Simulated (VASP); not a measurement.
```
CELL_PARAMETERS angstrom
      0.00000     2.80061     2.80061
      2.80061     0.00000     2.80061
      2.80061     2.80061     0.00000
ATOMIC_POSITIONS crystal
  Mg 0.00000 0.00000 0.00000
  Se 0.50000 0.50000 0.50000
```

Method: TPSS meta-GGA, VASP's PBE PAW potentials (set 64) (plane waves; VASP). Run with 520 eV cut-off, 8×8×8 Γ-centred mesh, Gaussian smearing of 0.050 eV, potentials Mg Se.

Question: Give the stress tensor in GPa (positive for a compressed cell).

Answer: 
```
-3.34   0.00   0.00
 0.00  -3.34   0.00
 0.00   0.00  -3.34
```
The pressure is its mean diagonal, -3.34 GPa.

The compound is MgSe in the rock salt structure. This cell is one point of a volume scan, at 1.06 of the reference volume.
